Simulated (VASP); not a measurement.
A convergence study with VASP on GaSb (zinc blende): one setting is varied, all else stays as given below, so the limit is that of these other settings.

```
GaSb
1.0
    0.00000     3.05000     3.05000
    3.05000     0.00000     3.05000
    3.05000     3.05000     0.00000
Ga Sb
1 1
Direct
  0.00000   0.00000   0.00000
  0.25000   0.25000   0.25000
```

All values below come from PBEsol GGA, VASP's PBE PAW potentials (set 64) (plane waves; VASP). The tightest run used: 550 eV cut-off, 12×12×12 Monkhorst-Pack mesh, Gaussian smearing of 0.050 eV, potentials Ga_d Sb.

Q: The settings run are 1×1×1 mesh; 2×2×2 mesh; 3×3×3 mesh; 4×4×4 mesh; 5×5×5 mesh; 6×6×6 mesh; 7×7×7 mesh; 8×8×8 mesh; 9×9×9 mesh; 10×10×10 mesh; 11×11×11 mesh; 12×12×12 mesh. From which on does the energy per atom stay within 0.01 eV/atom of the tightest run?

A: From 6×6×6 mesh on: it is off by 0.0003 there and by no more than 0.01 in any finer run, while 5×5×5 mesh is off by 0.0397.
```tsv
setting	E (eV/atom)	pressure (GPa)	irreducible k-points	difference judged (eV/atom)
1×1×1 mesh	4.5710	65.46	1	8.6487
2×2×2 mesh	-3.9863	0.60	2	0.0914
3×3×3 mesh	-3.7632	2.02	4	0.3145
4×4×4 mesh	-4.0746	0.36	10	0.0031
5×5×5 mesh	-4.0380	0.49	10	0.0397
6×6×6 mesh	-4.0774	0.37	28	0.0003
7×7×7 mesh	-4.0696	0.37	20	0.0081
8×8×8 mesh	-4.0777	0.38	60	0.0000
9×9×9 mesh	-4.0755	0.37	35	0.0022
10×10×10 mesh	-4.0777	0.38	110	0.0000
11×11×11 mesh	-4.0770	0.37	56	0.0007
12×12×12 mesh	-4.0777	0.38	182	0.0000
```

Left out are rungs that failed or repeat a setting and relaxations that didn't move; long series are thinned to 24 rows.

The compound is GaSb in the zinc blende structure. The cell was not relaxed at this level.
